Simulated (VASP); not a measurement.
```
PbI2
1.0
    4.66850     0.00000     0.00000
   -2.33425     4.04304     0.00000
    0.00000     0.00000     7.34484
Pb I
1 2
Direct
  0.00000   0.00000   0.00000
  0.66667   0.33333   0.74095
  0.33333   0.66667   0.25905
```

These are revPBE GGA, VASP's PBE PAW potentials (set 64) (plane waves; VASP) values and carry that method's errors. Run with 300 eV cut-off, 4×4×3 Γ-centred mesh, Gaussian smearing of 0.010 eV, potentials Pb_d I.

Task: What does the run give for the energy per atom (σ→0)?

Result: 
```yaml
energy per atom (σ→0): -2.629 eV/atom
```

The structure comes from a computed database's PbI2 entry; how it stands against other phases isn't given here. The cell was not relaxed at this level.
